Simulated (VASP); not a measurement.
Consider the following.

```xyz
5
Lattice="6.1396 0.0000 0.0000 0.0000 6.1396 0.0000 0.0000 0.0000 6.1396" Properties=species:S:1:pos:R:3 pbc="T T T"
Cs     0.0000     0.0000     0.0000
Pb     3.0698     3.0698     3.0698
Br     3.0698     0.0000     3.0698
Br     0.0000     3.0698     3.0698
Br     3.0698     3.0698     0.0000
```

The numbers are results of RPBE GGA, VASP's PBE PAW potentials (set 64) (plane waves; VASP 6.6.1), not measurements. Run with 520 eV cut-off, 4×4×4 Γ-centred mesh, tetrahedra with Blöchl corrections, potentials Cs_sv Pb_d Br.

Unless said otherwise, spin-orbit coupling is left out, though it shifts the bands of the heavy elements here.

Problem. Estimate the energy per atom (σ→0), band gap (on the k-mesh) with the smallest direct gap where there is one.

Solution. 
```
Item                                         Result
-----------------------------------  --------------
band gap (on the k-mesh)                    2.09 eV
smallest direct gap (on the k-mesh)         2.09 eV
energy per atom (σ→0)                -2984 meV/atom
```

Total energies compare only between runs with the same potentials, cut-off and functional.

The compound is CsPbBr3 in the cubic perovskite structure, the ideal cubic form; the compound distorts at low or room temperature. It was relaxed first, which changed the volume by +14 %.
